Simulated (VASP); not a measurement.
Here is the system:

```
La
1.0
    3.76095     0.00000     0.00000
   -1.88048     3.25708     0.00000
    0.00000     0.00000    23.15930
La
4
Cartesian
 -0.03083   2.17573   6.98068
  1.87825   1.09283  10.05137
 -0.02406   2.16240  13.11101
  1.93759   1.08320  16.17554
```

Computed with PBE GGA, VASP's PBE PAW potentials (set 64) (plane waves; VASP). Numerical set-up: 300 eV cut-off, 7×7×1 Γ-centred mesh, first-order Methfessel-Paxton smearing of 0.050 eV, potentials La.

At this cut-off the stress carries a Pulay error, which pulls relaxed volumes low. The cell holds a wide vacuum, so values per volume refer to the whole cell.

Question: Which forces act on the atoms, in eV/Å?

Answer: 
| atom | Fx | Fy | Fz |
|---|---|---|---|
| La1 | 0.006 | -0.003 | 0.215 |
| La2 | 0.022 | 0.015 | -0.397 |
| La3 | -0.005 | -0.015 | 0.391 |
| La4 | -0.023 | 0.003 | -0.210 |

Question: Give the stress tensor in GPa (positive for a compressed cell).

Answer: 
```
-0.65   0.00  -0.10
 0.00  -0.64  -0.01
-0.10  -0.01  -0.54
```
The pressure is its mean diagonal, -0.61 GPa.

The cell is a sheet with vacuum, built from a generated structure.
